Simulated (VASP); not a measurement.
# TaSi2 with PBEsol: from relaxation to properties, part 2 of 4

Aim: relax TaSi2, then compute properties on the relaxed cell. The start is a cell from a database of measured crystal structures.

VASP 6.6.1; PBEsol; plane waves and PAW (Ta_pv, Si).

Still holding for the runs below: This run has no spin polarisation. Its electron count is odd, so without a moment it is a metal by construction.

So far. Step 2 (Relaxing cell and atoms (PBEsol)): It ends with a largest force of 0.009 eV/Å and a pressure of 0.04 GPa. The volume lies -0.9 % from that of the database's start, which holds the thermal and zero-point expansion of its experiment. The relaxed cell has a = 4.758, c = 6.568 Å (conventional setting).

The database entry behind the starting cell has ideal inner coordinates that were not refined, so it need not match the best structure at ambient conditions.

### Step 3. Single point with fields (PBEsol)

A single point on the relaxed cell gives a clean self-consistent state, with density, ELF and potential written out.

Contents of INCAR:

```
SYSTEM = TaSi2
PREC = Accurate
ENCUT = 400
EDIFF = 1E-06
NELM = 100
ISMEAR = 0
SIGMA = 0.05
LREAL = .FALSE.
ALGO = Normal
GGA = PS
NBANDS = 37
LASPH = .TRUE.
LORBIT = 11
LWAVE = .FALSE.
LCHARG = .TRUE.
ISIF = 2
LELF = .TRUE.
LVHAR = .TRUE.
```

Contents of POSCAR:

```
TaSi2
1.0
    4.7575657800      0.0000000000      0.0000000000
   -2.3787828900      4.1201728257      0.0000000000
    0.0000000000      0.0000000000      6.5684782751
Ta Si
3 6
Direct
    0.5000000000      0.0000000000      0.5000000000
    0.5000000000      0.5000000000      0.8333333333
    0.0000000000      0.5000000000      0.1666666667
    0.1594184982      0.3188369964      0.5000000000
    0.8405815018      0.1594184982      0.8333333333
    0.6811630036      0.8405815018      0.1666666667
    0.8405815018      0.6811630036      0.5000000000
    0.1594184982      0.8405815018      0.8333333333
    0.3188369964      0.1594184982      0.1666666667
```

Contents of KPOINTS:

```
Automatic mesh
0
Gamma
7 7 4
0 0 0
```

Potentials, in the order of the species: Ta_pv and Si (PBE family, release 64).

Launch:

```sh
$ mpirun -np 8 vasp_std
```

Log:

```text
[banner, memory and clock lines left out]
running    8 mpi-ranks, on    1 nodes
 distrk:  each k-point on    8 cores,    1 groups
 distr:  one band on    1 cores,    8 groups

 POSCAR found type information on POSCAR TaSi
 POSCAR found :  2 types and       9 ions
 [... a notice as in an earlier step ...]

 [... a notice as in an earlier step ...]

 LDA part: xc-table for (Slater+PW92), standard interpolation
|                                                                             |
|           W    W    AA    RRRRR   N    N  II  N    N   GGGG   !!!           |
|           W    W   A  A   R    R  NN   N  II  NN   N  G    G  !!!           |
|           W    W  A    A  R    R  N N  N  II  N N  N  G       !!!           |
|           W WW W  AAAAAA  RRRRR   N  N N  II  N  N N  G  GGG   !            |
|           WW  WW  A    A  R   R   N   NN  II  N   NN  G    G                |
|           W    W  A    A  R    R  N    N  II  N    N   GGGG   !!!           |
|                                                                             |
|     The number of bands has been changed from the values supplied in        |
|     The orbitals not found in the WAVECAR file will be initialized with     |
|     random numbers, which is usually adequate. For correlated               |
|     calculations, however, you should redo the groundstate calculation.     |
|     I found NBANDS = 37. Now, NBANDS = 40.                                  |
|                                                                             |

 POSCAR, INCAR and KPOINTS ok, starting setup
 FFT: planning ... GRIDC
 FFT: planning ... GRID_SOFT
 FFT: planning ... GRID
 WAVECAR not read
 entering main loop
       N       E                     dE             d eps       ncg     rms          rms(c)
DAV:   1     0.330049937626E+03    0.33005E+03   -0.24140E+04  1928   0.110E+03
DAV:   2    -0.641128784841E+02   -0.39416E+03   -0.38222E+03  2232   0.312E+02
DAV:   3    -0.794313633509E+02   -0.15318E+02   -0.15054E+02  2512   0.569E+01
DAV:   4    -0.796486851054E+02   -0.21732E+00   -0.21652E+00  2456   0.690E+00
DAV:   5    -0.796517982682E+02   -0.31132E-02   -0.31121E-02  2408   0.854E-01    0.328E+01
DAV:   6    -0.776554545871E+02    0.19963E+01   -0.64814E+00  2464   0.118E+01    0.152E+01
DAV:   7    -0.773865238637E+02    0.26893E+00   -0.54354E-01  2408   0.352E+00    0.426E+00
DAV:   8    -0.773601515713E+02    0.26372E-01   -0.43267E-02  2552   0.898E-01    0.490E-01
DAV:   9    -0.773592721273E+02    0.87944E-03   -0.26899E-03  2408   0.274E-01    0.249E-01
DAV:  10    -0.773591555493E+02    0.11658E-03   -0.40646E-04  2456   0.109E-01    0.571E-02
DAV:  11    -0.773591421561E+02    0.13393E-04   -0.40755E-05  2440   0.310E-02    0.107E-02
DAV:  12    -0.773591408684E+02    0.12876E-05   -0.31852E-06  2048   0.802E-03    0.334E-03
DAV:  13    -0.773591402259E+02    0.64247E-06   -0.27817E-07  1512   0.262E-03
   1 F= -.77359140E+02 E0= -.77357002E+02  d E =-.427595E-02
```

The job ended after 8.4 s (8 MPI ranks of Intel Xeon 6975P-C (Granite Rapids), shared host; peak memory 1.1 GiB).

From OUTCAR (step 3):

```text
  LATTYP: Found a hexagonal cell.
 ALAT       =     4.7575657800
 C/A-ratio  =     1.3806384565

 Found     24 irreducible k-points:

   k-points           NKPTS =     24   k-points in BZ     NKDIM =     24   number of bands    NBANDS=     40

   ENCUT  =  400.0 eV  29.40 Ry    5.42 a.u.   7.76  7.76 10.71*2*pi/ulx,y,z

   NELECT =      57.0000    total number of electrons

 E-fermi :   9.3980

 k-point     1 :       0.0000    0.0000    0.0000
  band No.  band energies     occupation
    ...
     25       6.8796      2.00000
     26       7.0046      2.00000
     27       7.1749      2.00000
     28       7.1749      2.00000
     29       7.9130      2.00000
     30      10.0780      0.00000
     31      12.4118      0.00000
     32      12.4118      0.00000
     33      12.8878      0.00000
     34      13.0033      0.00000
    ...

 k-point     2 :       0.1429    0.0000    0.0000
  band No.  band energies     occupation
    ...
     25       6.9781      2.00000
     26       7.2586      2.00000
     27       7.2700      2.00000
     28       7.5059      2.00000
     29       7.8020      2.00000
     30      10.1185      0.00000
     31      11.8564      0.00000
     32      12.2096      0.00000
     33      12.3381      0.00000
     34      12.6992      0.00000
    ...

  Total        0.0647466      0.0647466     -0.0351381      0.0000000     -0.0000000      0.0000000
  in kB        0.8056798      0.8056798     -0.4372445      0.0000000     -0.0000000      0.0000000
  external PRESSURE =       0.3913717 kB  Pullay stress =       0.0000000 kB

  energy-cutoff  :      400.00
  volume of cell :      128.76
      direct lattice vectors                 reciprocal lattice vectors
     4.757565780  0.000000000  0.000000000     0.210191524  0.121354133  0.000000000
    -2.378782890  4.120172826  0.000000000     0.000000000  0.242708265  0.000000000
     0.000000000  0.000000000  6.568478275     0.000000000  0.000000000  0.152242263

 POSITION                                       TOTAL-FORCE (eV/Angst)
 -----------------------------------------------------------------------------------
      2.37878      0.00000      3.28424        -0.000000      0.000000     -0.000000
      1.18939      2.06009      5.47373        -0.000000      0.000000     -0.000000
     -1.18939      2.06009      1.09475        -0.000000      0.000000      0.000000
     -0.00000      1.31366      3.28424        -0.000000      0.008649      0.000000
      3.61990      0.65683      5.47373        -0.007491      0.004325      0.000000
      1.24112      3.46334      1.09475        -0.007491     -0.004325     -0.000000
      2.37878      2.80651      3.28424        -0.000000     -0.008649     -0.000000
     -1.24112      3.46334      5.47373         0.007491     -0.004325     -0.000000
      1.13767      0.65683      1.09475         0.007491      0.004325     -0.000000
 -----------------------------------------------------------------------------------
    total drift:                               -0.000000      0.000000      0.000000

  FREE ENERGIE OF THE ION-ELECTRON SYSTEM (eV)
  ---------------------------------------------------
  free  energy   TOTEN  =       -77.3591402259 eV

  energy  without entropy=      -77.3548642750  energy(sigma->0) =      -77.35700225

[... 4 parts as in an earlier step ...]

[... 7 further parts left out ...]
```

Numbers from this step:

| Quantity | Value |
| --- | --- |
| SCF cycles | 13 |
| bands | 40 |
| free energy (TOTEN) | -77.3591 eV |
| energy at zero smearing | -77.3570 eV |
| pressure | 0.03914 GPa |

Valence electrons inside each PAW sphere by angular momentum. Sphere charges, by row:

| atom | s (e) | p (e) | d (e) | tot (e) |
| --- | --- | --- | --- | --- |
| Ta1 | 0.29 | 6.199 | 2.553 | 9.042 |
| Ta2 | 0.29 | 6.199 | 2.553 | 9.042 |
| Ta3 | 0.29 | 6.199 | 2.553 | 9.042 |
| Si4 | 0.753 | 0.888 | 0 | 1.641 |
| Si5 | 0.753 | 0.888 | 0 | 1.641 |
| Si6 | 0.753 | 0.888 | 0 | 1.641 |
| Si7 | 0.753 | 0.888 | 0 | 1.641 |
| Si8 | 0.753 | 0.888 | 0 | 1.641 |
| Si9 | 0.753 | 0.888 | 0 | 1.641 |

Valence density in the ab plane at fractional z = 0.167, with atoms of Ta and Si within 0.2 Å of it. It is the smooth field of the valence electrons, not physical close to the nuclei.

Values in e/Å³, 14 rows by 14 columns, each cell a mean:
```
 0.3  0.4  0.4  0.4  0.4  0.3  0.3  0.3  0.4  0.3  0.2  0.3  0.4  0.4
 0.3  0.3  0.4  0.3  0.3  0.3  0.3  0.4  0.3  0.0  0.0  0.3  0.4  0.3
 0.3  0.3  0.4  0.3  0.3  0.3  0.3  0.4  0.2  0.0  0.2  0.4  0.4  0.3
 0.5  0.7  0.7  0.4  0.3  0.3  0.4  0.4  0.3  0.3  0.4  0.4  0.4  0.4
 1.8  2.1  1.5  0.6  0.3  0.3  0.3  0.4  0.4  0.4  0.4  0.4  0.4  0.9
 3.5  3.3  2.1  0.7  0.3  0.3  0.3  0.3  0.3  0.3  0.3  0.4  1.0  2.4
 4.2  3.5  1.8  0.5  0.3  0.2  0.3  0.3  0.3  0.3  0.3  0.7  2.1  3.7
 3.7  2.4  0.9  0.3  0.3  0.3  0.3  0.3  0.3  0.3  0.4  1.1  2.7  3.9
 2.1  1.0  0.4  0.3  0.4  0.4  0.4  0.3  0.3  0.3  0.4  1.1  2.2  2.7
 0.7  0.4  0.4  0.4  0.4  0.3  0.4  0.4  0.3  0.3  0.4  0.7  1.1  1.2
 0.3  0.3  0.4  0.4  0.2  0.1  0.3  0.4  0.3  0.3  0.3  0.4  0.4  0.4
 0.3  0.4  0.4  0.2 -0.1  0.1  0.3  0.4  0.3  0.3  0.3  0.3  0.3  0.3
 0.3  0.4  0.4  0.2  0.1  0.3  0.4  0.3  0.3  0.3  0.4  0.4  0.4  0.3
 0.3  0.4  0.4  0.4  0.4  0.4  0.3  0.3  0.3  0.4  0.4  0.4  0.4  0.3
```
Columns run along a (4.8 Å), rows up along b (4.8 Å). Atoms in or near the plane, at fractional coordinates: Ta at (0.00, 0.50), Si at (0.68, 0.84), Si at (0.32, 0.16).

ELF in the ab plane at fractional z = 0.167, with atoms of Ta and Si within 0.2 Å of it. It is the smooth field of the valence electrons, not physical close to the nuclei.

Ten even steps from '0' (0.00) to '9' (0.74), each cell a mean:
```
89999767754688
77876678511588
44434688413897
34423798548973
55543798789744
12543677776344
01533566653341
14436666652530
44468878853553
44798669952455
47983269853333
79841268755666
88733477678998
89877776789998
```
Columns run along a (4.8 Å), rows up along b (4.8 Å). Atoms in or near the plane, at fractional coordinates: Ta at (0.00, 0.50), Si at (0.68, 0.84), Si at (0.32, 0.16).

Electrostatic potential energy in the ab plane at fractional z = 0.167, with atoms of Ta and Si within 0.2 Å of it. With pseudopotentials it is smooth inside the atoms' cores, unlike the true potential.

Ten even steps from '0' (-91 eV) to '9' (0 eV), each cell a mean:
```
99989999731379
99999998300389
99999996101699
88899996325899
88889998779998
77889999999987
77889999999887
77899999999877
88999889999887
89986458999888
99951038999999
99710049999999
99610379999999
99745799987789
```
Columns run along a (4.8 Å; values clipped at the 3rd and 97th percentile), rows up along b (4.8 Å). Atoms in or near the plane, at fractional coordinates: Ta at (0.00, 0.50), Si at (0.68, 0.84), Si at (0.32, 0.16).

In this run the pressure is 0.04 GPa, small enough to go on.

### Step 4. Band structure (PBEsol)

Levels along the symmetry lines show where the bands peak and cross; KPOINTS_OPT computes them in the converged potential.

Contents of INCAR:

```
SYSTEM = TaSi2
PREC = Accurate
ENCUT = 400
EDIFF = 1E-06
NELM = 100
ISMEAR = 0
SIGMA = 0.05
LREAL = .FALSE.
ALGO = Normal
GGA = PS
NBANDS = 50
LASPH = .TRUE.
LORBIT = 11
LWAVE = .FALSE.
LCHARG = .FALSE.
KPAR = 8
```

POSCAR is that of step 3.

KPOINTS is that of step 3.

Contents of KPOINTS_OPT:

```
Line mode
12
Line-mode
Reciprocal
  0.00000000   0.00000000   0.00000000 GAMMA
  0.50000000   0.00000000   0.00000000 M

  0.50000000   0.00000000   0.00000000 M
  0.33333333   0.33333333   0.00000000 K

  0.33333333   0.33333333   0.00000000 K
  0.00000000   0.00000000   0.00000000 GAMMA

  0.00000000   0.00000000   0.00000000 GAMMA
  0.00000000   0.00000000   0.50000000 A

  0.00000000   0.00000000   0.50000000 A
  0.50000000   0.00000000   0.50000000 L

  0.50000000   0.00000000   0.50000000 L
  0.33333333   0.33333333   0.50000000 H

  0.33333333   0.33333333   0.50000000 H
  0.00000000   0.00000000   0.50000000 A

  0.50000000   0.00000000   0.50000000 L
  0.50000000   0.00000000   0.00000000 M

  0.33333333   0.33333333   0.00000000 K
  0.33333333   0.33333333   0.50000000 H
```

Launch:

```sh
$ mpirun -np 8 vasp_std
```

Log:

```text
[banner, memory and clock lines left out]
running    8 mpi-ranks, on    1 nodes
 distrk:  each k-point on    1 cores,    8 groups
 distr:  one band on    1 cores,    1 groups

 POSCAR found type information on POSCAR TaSi
 POSCAR found :  2 types and       9 ions
 [... a notice as in an earlier step ...]

 [... a notice as in an earlier step ...]

 LDA part: xc-table for (Slater+PW92), standard interpolation
 POSCAR, INCAR and KPOINTS ok, starting setup
 FFT: planning ... GRIDC
 FFT: planning ... GRID_SOFT
 FFT: planning ... GRID
 WAVECAR not read
 entering main loop
       N       E                     dE             d eps       ncg     rms          rms(c)
DAV:   1     0.336838307967E+03    0.33684E+03   -0.23079E+04  2424   0.881E+02
DAV:   2    -0.634557634293E+02   -0.40029E+03   -0.38337E+03  2732   0.268E+02
DAV:   3    -0.794616179595E+02   -0.16006E+02   -0.15719E+02  3012   0.517E+01
DAV:   4    -0.796495011213E+02   -0.18788E+00   -0.18728E+00  2928   0.578E+00
DAV:   5    -0.796518155361E+02   -0.23144E-02   -0.23134E-02  3016   0.655E-01    0.328E+01
DAV:   6    -0.776550255980E+02    0.19968E+01   -0.38860E+00  2910   0.940E+00    0.152E+01
DAV:   7    -0.773863994846E+02    0.26863E+00   -0.53149E-01  2816   0.295E+00    0.427E+00
DAV:   8    -0.773602238752E+02    0.26176E-01   -0.39187E-02  3036   0.718E-01    0.568E-01
DAV:   9    -0.773592839044E+02    0.93997E-03   -0.27851E-03  2870   0.228E-01    0.271E-01
DAV:  10    -0.773591555159E+02    0.12839E-03   -0.39129E-04  2994   0.897E-02    0.542E-02
DAV:  11    -0.773591429056E+02    0.12610E-04   -0.29864E-05  2806   0.239E-02    0.126E-02
DAV:  12    -0.773591407920E+02    0.21135E-05   -0.34789E-06  2600   0.737E-03    0.235E-03
DAV:  13    -0.773591402216E+02    0.57041E-06   -0.21490E-07  1546   0.201E-03
   1 F= -.77359140E+02 E0= -.77357002E+02  d E =-.427593E-02
 Start KPOINTS_OPT (optional k-point list driver)
k-point batch [1-24\108]
       N       E                     dE             ncg
DAV:   1     0.333293386211E+04   -0.20316E+05     2400
DAV:   2    -0.621399643356E+04   -0.95469E+04     2734
DAV:   3    -0.660414956154E+04   -0.39015E+03     3032
DAV:   4    -0.660907556964E+04   -0.49260E+01     2936
DAV:   5    -0.660914308836E+04   -0.67519E-01     2992
DAV:   6    -0.660914469938E+04   -0.16110E-02     2982
DAV:   7    -0.660914474619E+04   -0.46810E-04     3016
DAV:   8    -0.660914474766E+04   -0.14713E-05     2348
DAV:   9    -0.660914474778E+04   -0.11450E-06     1880
[...]
k-point batch [97-108\108]
       N       E                     dE             ncg
DAV:   1     0.173521574639E+05   -0.15613E+05     1208
DAV:   2     0.125426370409E+05   -0.48095E+04     1366
DAV:   3     0.123492804933E+05   -0.19336E+03     1448
DAV:   4     0.123468378105E+05   -0.24427E+01     1416
DAV:   5     0.123468017403E+05   -0.36070E-01     1442
DAV:   6     0.123468007885E+05   -0.95186E-03     1470
DAV:   7     0.123468007596E+05   -0.28879E-04     1490
DAV:   8     0.123468007587E+05   -0.86921E-06     1126
```

Run time: 26 s. Hardware: 8 MPI ranks; peak memory 2.6 GiB.

From OUTCAR (step 4):

```text
 Found     24 irreducible k-points:

   k-points           NKPTS =     24   k-points in BZ     NKDIM =     24   number of bands    NBANDS=     50

   NELECT =      57.0000    total number of electrons

 E-fermi :   9.3980

  Total        0.0649701      0.0649701     -0.0348430      0.0000000     -0.0000000      0.0000000
  in kB        0.8084611      0.8084611     -0.4335717      0.0000000     -0.0000000      0.0000000
  external PRESSURE =       0.3944502 kB  Pullay stress =       0.0000000 kB

 POSITION                                       TOTAL-FORCE (eV/Angst)
 -----------------------------------------------------------------------------------
      2.37878      0.00000      3.28424        -0.000000      0.000000     -0.000000
      1.18939      2.06009      5.47373        -0.000000      0.000000     -0.000000
     -1.18939      2.06009      1.09475        -0.000000      0.000000     -0.000000
     -0.00000      1.31366      3.28424        -0.000000      0.008656      0.000000
      3.61990      0.65683      5.47373        -0.007496      0.004328      0.000000
      1.24112      3.46334      1.09475        -0.007496     -0.004328      0.000000
      2.37878      2.80651      3.28424        -0.000000     -0.008656     -0.000000
     -1.24112      3.46334      5.47373         0.007496     -0.004328     -0.000000
      1.13767      0.65683      1.09475         0.007496      0.004328      0.000000
 -----------------------------------------------------------------------------------
    total drift:                               -0.000000      0.000000      0.000000

  FREE ENERGIE OF THE ION-ELECTRON SYSTEM (eV)
  ---------------------------------------------------
  free  energy   TOTEN  =       -77.3591402216 eV

  energy  without entropy=      -77.3548642930  energy(sigma->0) =      -77.35700226

[... 16 parts as in an earlier step ...]
```

Spin-orbit coupling is off here; with elements this heavy it splits and shifts levels by tenths of an eV or more.

Numbers from this step:

```yaml
bands: 50
pressure: 0.03945 GPa
```

The electronic bands at the labelled points (eV, zero at the Fermi level; # counts the bands kept):

| point | #15 | #16 | #17 | #18 | #19 | #20 | #21 | #22 |
| --- | --- | --- | --- | --- | --- | --- | --- | --- |
| Γ | -2.39 | -2.22 | -2.22 | -1.49 | 0.68 | 3.01 | 3.01 | 3.49 |
| 0.55 of the way | -1.76 | -1.71 | -1.32 | -1.31 | 0.30 | 1.72 | 2.03 | 2.58 |
| M | -1.11 | -0.79 | -0.13 | -0.03 | 0.85 | 1.21 | 1.63 | 1.95 |
| 0.45 of the way | -1.34 | -1.14 | -0.01 | 0.17 | 0.71 | 1.42 | 1.98 | 2.11 |
| K | -1.79 | -1.74 | 0.31 | 0.31 | 0.57 | 2.14 | 2.14 | 2.23 |
| 0.45 of the way | -1.95 | -1.37 | -1.10 | -0.69 | 0.20 | 1.20 | 2.50 | 2.59 |
| Γ | -2.39 | -2.22 | -2.22 | -1.49 | 0.68 | 3.01 | 3.01 | 3.49 |
| 0.55 of the way | -2.12 | -2.01 | -1.59 | -0.83 | 1.48 | 2.31 | 2.77 | 3.27 |
| A | -1.97 | -1.77 | -1.77 | 1.08 | 1.08 | 2.68 | 2.68 | 3.42 |
| 0.55 of the way | -2.10 | -1.90 | -1.89 | 0.28 | 0.82 | 1.41 | 1.90 | 2.24 |
| L | -2.07 | -1.86 | -0.71 | -0.23 | 1.56 | 1.98 | 2.56 | 2.60 |
| 0.45 of the way | -1.52 | -0.78 | -0.51 | -0.27 | 1.37 | 2.00 | 2.02 | 2.51 |
| H | -0.75 | -0.75 | -0.17 | -0.17 | 0.93 | 1.56 | 1.56 | 2.32 |
| 0.45 of the way | -1.91 | -1.62 | -1.60 | 0.15 | 1.31 | 1.45 | 1.74 | 2.10 |
| A | -1.97 | -1.77 | -1.77 | 1.08 | 1.08 | 2.68 | 2.68 | 3.42 |
| jump to L | -2.07 | -1.86 | -0.71 | -0.23 | 1.56 | 1.98 | 2.56 | 2.60 |
| 0.45 of the way | -1.28 | -1.16 | -0.80 | -0.13 | 1.24 | 1.74 | 1.92 | 2.27 |
| M | -1.11 | -0.79 | -0.13 | -0.03 | 0.85 | 1.21 | 1.63 | 1.95 |
| jump to K | -1.79 | -1.74 | 0.31 | 0.31 | 0.57 | 2.14 | 2.14 | 2.23 |
| 0.55 of the way | -1.21 | -1.18 | 0.15 | 0.19 | 0.76 | 1.88 | 2.04 | 2.11 |
| H | -0.75 | -0.75 | -0.17 | -0.17 | 0.93 | 1.56 | 1.56 | 2.32 |

Of the projections kept (Ta, Si), the largest for each band there; the rest of the weight can lie on other orbitals:

| point | #15 | #16 | #17 | #18 | #19 | #20 | #21 | #22 |
| --- | --- | --- | --- | --- | --- | --- | --- | --- |
| Γ | Si 0.73 | Ta 0.84 | Ta 0.84 | Ta 0.62 | Ta 0.98 | Ta 0.85 | Ta 0.85 | Si 0.51 |
| M | Ta 0.83 | Ta 0.87 | Ta 0.94 | Ta 0.67 | Ta 0.95 | Si 0.56 | Si 0.56 | Ta 0.53 |
| K | Ta 0.69 | Ta 0.64 | Ta 0.85 | Ta 0.85 | Ta 0.93 | Si 0.58 | Si 0.58 | Ta 0.76 |
| Γ | Si 0.73 | Ta 0.84 | Ta 0.84 | Ta 0.62 | Ta 0.98 | Ta 0.85 | Ta 0.85 | Si 0.51 |
| A | Si 0.59 | Ta 0.53 | Ta 0.53 | Ta 0.85 | Ta 0.85 | Si 0.82 | Si 0.82 | Ta 0.94 |
| L | Ta 0.71 | Si 0.57 | Ta 0.81 | Ta 0.75 | Ta 0.89 | Ta 0.81 | Ta 0.75 | Ta 0.64 |

There is no gap at this level.

(Part 2 of 4 ends here.)

[Lines on the potential files, build, host, timing and source positions are cut from VASP's logs without a mark.]

[Logs are printed without paths, hosts, clocks, repeated set-up lines and the standing remarks that a program may print on its own settings, such as how far it seeks lower states.]

[Hosts, paths, dates, database ids (printed as entryN), source tags and the programs' standing remarks are cut or masked in the printed files.]

[A measured line is paired with the nearest computed mode of its activity, which favours agreement.]
